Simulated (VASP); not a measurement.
```xyz
3
Lattice="0.0000 2.7318 2.7318 2.7318 0.0000 2.7318 2.7318 2.7318 0.0000" Properties=species:S:1:pos:R:3 pbc="T T T"
Ce     0.0000     0.0000     0.0000
O      1.3659     1.3659     1.3659
O      4.0977     4.0977     4.0977
```

All values below come from PBE GGA, VASP's PBE PAW potentials (set 64) (plane waves; VASP). Run with 600 eV cut-off, 6×6×6 Γ-centred mesh, Gaussian smearing of 0.050 eV, potentials Ce O.

Energy and stress use the plane-wave basis of the starting cell.

Task: The ions, cell shape and volume at an external pressure of 10.0 GPa are relaxed. Give the cell that the relaxation ends in.

Result: 
```xyz
3
Lattice="0.0000 2.6851 2.6851 2.6851 0.0000 2.6851 2.6851 2.6851 0.0000" Properties=species:S:1:pos:R:3 pbc="T T T"
Ce     2.6851     5.3702     2.6851
O      1.3426     1.3426     1.3426
O      4.0277     4.0277     4.0277
```
Space group Fm-3m (225), at a tolerance of 0.03 Å.

Task: How do energy and volume change from the first to the last step?

Result: The energy (σ→0) changes by +20.3 meV/atom and the volume by -5.0 %, in 4 ionic steps.

```json
[
 {"step": "1", "E(σ→0) (eV)": "-26.2351", "max force (eV/Å)": "0.000", "pressure (GPa)": "-0.06", "volume (Å³)": "40.77"},
 {"step": "2", "E(σ→0) (eV)": "-25.8477", "max force (eV/Å)": "0.000", "pressure (GPa)": "28.88", "volume (Å³)": "35.94"},
 {"step": "3", "E(σ→0) (eV)": "-26.1767", "max force (eV/Å)": "0.000", "pressure (GPa)": "9.78", "volume (Å³)": "38.76"},
 {"step": "4", "E(σ→0) (eV)": "-26.1742", "max force (eV/Å)": "0.000", "pressure (GPa)": "10.00", "volume (Å³)": "38.72"}
]
```

The compound is CeO2 in the fluorite structure. This run relaxes it under an external pressure of 10 GPa. Symmetry was kept, so distortions that lower it aren't found. The run is not spin-polarised, so no magnetic state was tried.
